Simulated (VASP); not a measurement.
# Be2Al (P6/mmm) in VASP: reference runs

Reference runs on Be2Al: the cell as given and a disturbed copy.

Everything below comes from runs of VASP 6.6.1. Logs are shortened: lines on timing, memory, paths and dates and some standing lists are left out, and cuts for length are marked.

## (1) The crystal as given

Symmetry: P6/mmm, No. 191, hexagonal system. The conventional cell has a = 3.651 Å, b = 3.651 Å, c = 2.719 Å, α = 90.00°, β = 90.00°, γ = 120.00°. Around Be (site symmetry -6m2) lie 3 Be at 2.11 Å. Around Al (site symmetry 6/mmm) lie 12 Be at 2.51 Å and 2 Al at 2.72 Å.

The cell was built by a generator and needn't be a form met in nature.

## (2) Single point, PBE

Contents of INCAR:

```
PREC     = Accurate       # precision mode
ENCUT    = 520            # plane-wave cutoff, eV
EDIFF    = 1E-7           # SCF threshold, eV
ISMEAR   = -1             # smearing method
SIGMA    = 0.05           # smearing width, eV
LREAL    = False          # projectors in reciprocal space
LASPH    = True           # aspherical terms in the spheres
NELM     = 60             # most SCF steps
ALGO     = Normal         # electronic algorithm
ISIF     = 2              # what is computed and relaxed
LWAVE    = False          # write WAVECAR
LCHARG   = True           # write CHGCAR
GGA      = PE             # functional
LELF     = True           # ELF
LVHAR    = True         
NBANDS   = 10             # bands
```

Contents of KPOINTS:

```
regular mesh
0
Gamma
  8 8 10
```

Contents of POSCAR:

```
Be2Al
1.0
    3.6515000000      0.0000000000      0.0000000000
   -1.8257500000      3.1622900000      0.0000000000
    0.0000000000      0.0000000000      2.7191800000
Be Al
2 1
Direct
    0.3333300000      0.6666700000      0.5000000000
    0.6666700000      0.3333300000      0.5000000000
    0.0000000000      0.0000000000      0.0000000000
```

Potentials or basis: VASP PAW PBE potentials, release 64 (Be, Al).

The run is started by

```bash
> cat potpaw_PBE.64/Be/POTCAR potpaw_PBE.64/Al/POTCAR > POTCAR
> mpirun -np 1 vasp_std > vasp.out
```

OUTCAR:

```text
PREC = Accurate
   ENCUT = 520
   EDIFF = 1E-7
   ISMEAR = -1
   LREAL = False
   LASPH = True
   NELM = 60
   ISIF = 2
   GGA = PE

 ion  position               nearest neighbor table
   1  0.333  0.667  0.500-   2 2.11   2 2.11   2 2.11   3 2.51   3 2.51   3 2.51   3 2.51   3 2.51
                             3 2.51
   2  0.667  0.333  0.500-   1 2.11   1 2.11   1 2.11   3 2.51   3 2.51   3 2.51   3 2.51   3 2.51
                             3 2.51
   3  0.000  0.000  0.000-   1 2.51   2 2.51   1 2.51   2 2.51   1 2.51   1 2.51   2 2.51   2 2.51
                             2 2.51   2 2.51   1 2.51   1 2.51

  LATTYP: Found a hexagonal cell.
 ALAT       =     3.6515000000
 C/A-ratio  =     0.7446747912

  Lattice vectors:

 A1 = (   3.6515000000,   0.0000000000,   0.0000000000)
 A2 = (  -1.8257500000,   3.1622900000,   0.0000000000)
 A3 = (   0.0000000000,   0.0000000000,   2.7191800000)

Analysis of symmetry for initial positions (statically):
=====================================================================
 Subroutine PRICEL returns:
 Original cell was already a primitive cell.

 Routine SETGRP: Setting up the symmetry group for a
 hexagonal supercell.

 Subroutine GETGRP returns: Found  8 space group operations
 (whereof  8 operations were pure point group operations)
 out of a pool of 24 trial point group operations.

The static configuration has the point symmetry D_2h.

Analysis of symmetry for dynamics (positions and initial velocities):
=====================================================================
 Subroutine PRICEL returns:
 Original cell was already a primitive cell.

 Routine SETGRP: Setting up the symmetry group for a
 hexagonal supercell.

 Subroutine GETGRP returns: Found  8 space group operations
 (whereof  8 operations were pure point group operations)
 out of a pool of 24 trial point group operations.

The dynamic configuration has the point symmetry D_2h.

 Subroutine INISYM returns: Found  8 space group operations
 (whereof  8 operations are pure point group operations),
 and found     1 'primitive' translations

----------------------------------------------------------------------------------------

                                     Primitive cell

  volume of cell :      31.3986

  direct lattice vectors                    reciprocal lattice vectors
     3.651500000  0.000000000  0.000000000     0.273860058  0.158113266  0.000000000
    -1.825750000  3.162290000  0.000000000     0.000000000  0.316226532  0.000000000
     0.000000000  0.000000000  2.719180000     0.000000000  0.000000000  0.367757927

  length of vectors
     3.651500000  3.651498474  2.719180000     0.316226400  0.316226532  0.367757927

  position of ions in fractional coordinates (direct lattice)
     0.333330000  0.666670000  0.500000000
     0.666670000  0.333330000  0.500000000
     0.000000000  0.000000000  0.000000000

  ion indices of the primitive-cell ions
   primitive index   ion index
                 1           1
                 2           2
                 3           3

----------------------------------------------------------------------------------------

 KPOINTS: regular mesh

Automatic generation of k-mesh.
 Grid dimensions read from file:
 generate k-points for:    8    8   10

 Generating k-lattice:

  Cartesian coordinates                     Fractional coordinates (reciprocal lattice)
     0.034232507  0.019764158  0.000000000     0.125000000  0.000000000  0.000000000
     0.000000000  0.039528317  0.000000000     0.000000000  0.125000000  0.000000000
     0.000000000  0.000000000  0.036775793     0.000000000  0.000000000  0.100000000

  Length of vectors
     0.039528300  0.039528317  0.036775793

  Shift w.r.t. Gamma in fractional coordinates (k-lattice)
     0.000000000  0.000000000  0.000000000

 Subroutine IBZKPT returns following result:
 ===========================================

 Found    126 irreducible k-points:

 Following reciprocal coordinates:
            Coordinates               Weight
  0.000000  0.000000  0.000000      1.000000
  0.125000 -0.000000  0.000000      4.000000
 -0.125000  0.125000  0.000000      2.000000
  0.250000 -0.000000  0.000000      4.000000
 -0.250000  0.250000  0.000000      2.000000
  0.375000 -0.000000  0.000000      4.000000
[... 16 lines left out ...]
  0.125000 -0.000000  0.100000      8.000000
 -0.125000  0.125000  0.100000      4.000000
 [... further k-points ...]
   k-points           NKPTS =    126   k-points in BZ     NKDIM =    126   number of bands    NBANDS=     10
   number of dos      NEDOS =    301   number of ions     NIONS =      3
   total plane-waves  NPLWV =  15680
   dimension x,y,z NGX =    28 NGY =   28 NGZ =   20
   dimension x,y,z NGXF=    56 NGYF=   56 NGZF=   40
   ions per type =               2   1
   NGX,Y,Z   is equivalent  to a cutoff of  12.75, 12.75, 12.23 a.u.
   NGXF,Y,Z  is equivalent  to a cutoff of  25.50, 25.50, 24.46 a.u.
 SYSTEM =  unknown system
   PREC   = accura    normal or accurate (medium, high low for compatibility)
   ISTART =      0    job   : 0-new  1-cont  2-samecut
   ICHARG =      2    charge: 1-file 2-atom 10-const
   ISPIN  =      1    spin polarized calculation?
   LNONCOLLINEAR =      F non collinear calculations
   LSORBIT =      F    spin-orbit coupling
   LASPH  =      T    aspherical Exc in radial PAW
   ENCUT  =  520.0 eV  38.22 Ry    6.18 a.u.   6.79  6.79  5.06*2*pi/ulx,y,z
   NELM   =     60;   NELMIN=  2; NELMDL= -5     # of ELM steps
   EDIFF  = 0.1E-06   stopping-criterion for ELM
   LREAL  =      F    real-space projection
   EDIFFG = 0.1E-05   stopping-criterion for IOM
   NSW    =      0    number of steps for IOM
   IBRION =     -1    ionic relax: 0-MD 1-quasi-New 2-CG
   NFREE  =      0    steps in history (QN), initial steepest desc. (CG)
   ISIF   =      2    stress and relaxation
   ISYM   =      2    0-nonsym 1-usesym 2-fastsym
   POTIM  = 0.5000    time-step for ionic-motion
   TEBEG  =    0.0;   TEEND  =   0.0 temperature during run
   PSTRESS=    0.0 pullay stress
   NELECT =       7.0000    total number of electrons
   NUPDOWN=      -1.0000    fix difference up-down
   EMIN   =  10.00;   EMAX   =-10.00  energy-range for DOS
   EFERMI =   0.00;   METHOD = LEGACY
   ISMEAR =    -1;   SIGMA  =   0.05  broadening in eV -4-tet -1-fermi 0-gaus
   EFERMI_NEDOS =   21; number of points for ismear=-14 and -15
   IALGO  =     38    algorithm
   IMIX   =      4    mixing-type and parameters
     AMIX     =   0.40;   BMIX     =  1.00
     AMIX_MAG =   1.60;   BMIX_MAG =  1.00
  volume/ion in A,a.u.               =      10.47        70.63
  Fermi-wavevector in a.u.,A,eV,Ry     =   0.992668  1.875870 13.407032  0.985389
  Thomas-Fermi vector in A             =   2.124496
   LORBIT       =      0    0 simple, 1 ext, 2 COOP (PROOUT), +10 PAW based schemes
   GGA     = PE    functional components
   LHFCALC =     F    Hartree Fock is set to
   AEXX    =    0.0000 exact exchange contribution
   IVDW    =     0    specifies the selected vdW correction
   LEPSILON=     F    determine dielectric tensor
   LRPA    =     F    only Hartree local field effects (RPA)
 non-spin polarized calculation
  energy-cutoff  :      520.00
  volume of cell :       31.40
 maximum number of plane-waves:       870
   NGX = 13   NGY = 13   NGZ = 11

 number of electron       7.0000000 magnetization

 Free energy of the ion-electron system (eV)
  ---------------------------------------------------
  ext. energy  EPLUGINS =         0.00000000
  ---------------------------------------------------
  free energy    TOTEN  =       -10.54468561 eV

  energy without entropy =      -10.53661110  energy(sigma->0) =      -10.54064835

 E-fermi :   7.6335     XC(G=0): -10.5036

 val. band max:        7.6274472318   @ k =   0.3750  -0.0000   0.5000
 cond. band min:       7.6364675230   @ k =   0.3750  -0.0000   0.4000
 fundamental gap:      0.0090202912
 Fermi energy:         7.6334769912

 k-point     1 :       0.0000    0.0000    0.0000
  band No.  band energies     occupation
      1      -3.6818      2.00000
      2       7.3536      1.99261
      3       7.3539      1.99257
      4       8.4011      0.00000
      5       8.4013      0.00000
      6      11.7157      0.00000
      7      11.9832      0.00000
      8      13.6627      0.00000
      9      17.8292      0.00000
     10      21.3503      0.00000

 k-point     2 :       0.1250   -0.0000    0.0000
  band No.  band energies     occupation
      1      -3.4850      2.00000
      2       5.6620      2.00000
      3       6.2654      2.00000
      4       8.7150      0.00000
      5       9.9177      0.00000
      6      12.1832      0.00000
      7      12.9972      0.00000
      8      14.3399      0.00000
      9      17.9405      0.00000
     10      20.7504      0.00000

 k-point     3 :      -0.1250    0.1250    0.0000
  band No.  band energies     occupation
      1      -3.4850      2.00000
      2       5.6620      2.00000
      3       6.2654      2.00000
      4       8.7150      0.00000
      5       9.9178      0.00000
      6      12.1832      0.00000
      7      12.9972      0.00000
      8      14.3399      0.00000
      9      17.9405      0.00000
     10      20.7505      0.00000
[... 248 lines left out ...]
 k-point    23 :       0.1250   -0.0000    0.1000
  band No.  band energies     occupation
      1      -3.3066      2.00000
      2       5.8269      2.00000
      3       6.4403      2.00000
      4       8.7459      0.00000
      5      10.0931      0.00000
      6      10.4404      0.00000
      7      13.8030      0.00000
      8      14.2662      0.00000
      9      19.2383      0.00000
     10      20.4273      0.00000

 k-point    24 :      -0.1250    0.1250    0.1000
  band No.  band energies     occupation
      1      -3.3066      2.00000
      2       5.8269      2.00000
      3       6.4402      2.00000
      4       8.7459      0.00000
      5      10.0932      0.00000
      6      10.4404      0.00000
      7      13.8030      0.00000
      8      14.2662      0.00000
      9      19.2382      0.00000
     10      20.4273      0.00000

 [... further k-points ...]

------------------------ aborting loop because EDIFF is reached ----------------------------------------

  FORCE on cell =-STRESS in cart. coord.  units (eV):
  Direction    XX          YY          ZZ          XY          YZ          ZX
  --------------------------------------------------------------------------------------
  -------------------------------------------------------------------------------------
  Total        1.0576807      1.0577864      1.2293088      0.0000926      0.0000000      0.0000000
  in kB       53.9702215     53.9756146     62.7278791      0.0047227      0.0000000      0.0000000
  external PRESSURE =      56.8912384 kB  Pullay stress =       0.0000000 kB

 VOLUME and BASIS-vectors are now :
 -----------------------------------------------------------------------------
  energy-cutoff  :      520.00
  volume of cell :       31.40
      direct lattice vectors                 reciprocal lattice vectors
     3.651500000  0.000000000  0.000000000     0.273860058  0.158113266  0.000000000
    -1.825750000  3.162290000  0.000000000     0.000000000  0.316226532  0.000000000
     0.000000000  0.000000000  2.719180000     0.000000000  0.000000000  0.367757927

 POSITION                                       TOTAL-FORCE (eV/Angst)
 -----------------------------------------------------------------------------------
     -0.00002      2.10820      1.35959         0.000261     -0.000150      0.000000
      1.82577      1.05409      1.35959        -0.000261      0.000150      0.000000
      0.00000      0.00000      0.00000        -0.000000      0.000000      0.000000
 -----------------------------------------------------------------------------------
    total drift:                               -0.000000     -0.000000      0.000000

  FREE ENERGIE OF THE ION-ELECTRON SYSTEM (eV)
  ---------------------------------------------------
  free  energy   TOTEN  =       -10.5446856058 eV

  energy  without entropy=      -10.5366110984  energy(sigma->0) =      -10.54064835
```

It took 31 s on 1 thread of Intel Xeon Platinum 8259CL at 2.50GHz (Skylake/Cascade Lake), shared host; peak memory 0.16 GiB.

What came out:

```
Free energy            : -10.5447 eV
Pressure               : 5.7 GPa
Band gap on the k mesh : none (metal or under the smearing width)
```

## (3) Single point, PBE (atoms moved at random, drawn with an rms of 0.05 Å)

Contents of INCAR:

```
SYSTEM = Be2Al
ALGO = Normal
EDIFF = 1E-7
ENCUT = 520
GGA = PE
ISIF = 2
ISMEAR = -1
LASPH = .TRUE.
LCHARG = .FALSE.
LREAL = .FALSE.
LWAVE = .FALSE.
NBANDS = 10
NELM = 60
PREC = Accurate
SIGMA = 0.05
```

Contents of KPOINTS:

```
k-points
0
G
  8 8 10
  0 0 0
```

Contents of POSCAR:

```
Be2Al
1.0
    3.6515000000      0.0000000000      0.0000000000
   -1.8257500000      3.1622900000      0.0000000000
    0.0000000000      0.0000000000      2.7191800000
Be Al
2 1
Direct
    0.3267930000      0.6616820000      0.5067780000
    0.6531700000      0.3420230000      0.5035000000
    0.0111980000      0.0033570000      0.0104830000
```

Potentials or basis: VASP PAW PBE potentials, release 64 (Be, Al).

The run is started by

```bash
> cat potpaw_PBE.64/Be/POTCAR potpaw_PBE.64/Al/POTCAR > POTCAR
> mpirun -np 1 vasp_std > vasp.out
```

OUTCAR:

```text
SYSTEM = Be2Al
   EDIFF = 1E-7
   ENCUT = 520
   GGA = PE
   ISIF = 2
   ISMEAR = -1
   LASPH = .TRUE.
   LREAL = .FALSE.
   NELM = 60
   PREC = Accurate

 ion  position               nearest neighbor table
   1  0.327  0.662  0.507-   2 2.04   2 2.13   2 2.15   3 2.48   3 2.48   3 2.49   3 2.49   3 2.55
                             3 2.56
   2  0.653  0.342  0.504-   1 2.04   1 2.13   1 2.15   3 2.43   3 2.45   3 2.49   3 2.51   3 2.58
                             3 2.60
   3  0.011  0.003  0.010-   2 2.43   2 2.45   1 2.48   1 2.48   2 2.49   1 2.49   1 2.49   2 2.51
                             1 2.55   1 2.56   2 2.58   2 2.60

[... 511 lines left out ...]
  --------------------------------------------------------------------------------------
  -------------------------------------------------------------------------------------
  Total        1.2606096      1.0023746      1.3472594     -0.1344630      0.0049630      0.0228628
  in kB       64.3250672     51.1481193     68.7465399     -6.8612351      0.2532460      1.1666203
  external PRESSURE =      61.4065755 kB  Pullay stress =       0.0000000 kB

 VOLUME and BASIS-vectors are now :
 -----------------------------------------------------------------------------
  energy-cutoff  :      520.00
  volume of cell :       31.40
      direct lattice vectors                 reciprocal lattice vectors
     3.651500000  0.000000000  0.000000000     0.273860058  0.158113266  0.000000000
    -1.825750000  3.162290000  0.000000000     0.000000000  0.316226532  0.000000000
     0.000000000  0.000000000  2.719180000     0.000000000  0.000000000  0.367757927

 POSITION                                       TOTAL-FORCE (eV/Angst)
 -----------------------------------------------------------------------------------
     -0.01478      2.09243      1.37802        -0.136435      0.327231      0.010512
      1.76060      1.08158      1.36911         0.656924     -0.261028      0.047618
      0.03476      0.01062      0.02851        -0.520488     -0.066203     -0.058131
 -----------------------------------------------------------------------------------
    total drift:                               -0.000026     -0.000004     -0.000004

  FREE ENERGIE OF THE ION-ELECTRON SYSTEM (eV)
  ---------------------------------------------------
  free  energy   TOTEN  =       -10.5083872131 eV

  energy  without entropy=      -10.5009282825  energy(sigma->0) =      -10.50465775
```

Wall time 69 s (1 thread of Intel Xeon Platinum 8259CL at 2.50GHz (Skylake/Cascade Lake), shared host); peak memory 0.22 GiB.

What came out:

```
Free energy            : -10.5084 eV
Pressure               : 6.1 GPa
Largest force          : 0.708 eV/Å
Band gap on the k mesh : none (metal or under the smearing width)
```

Forces in eV/Å, atoms in the order of the input:
```
Be  -0.136  0.327  0.011
Be   0.657 -0.261  0.048
Al  -0.520 -0.066 -0.058
```
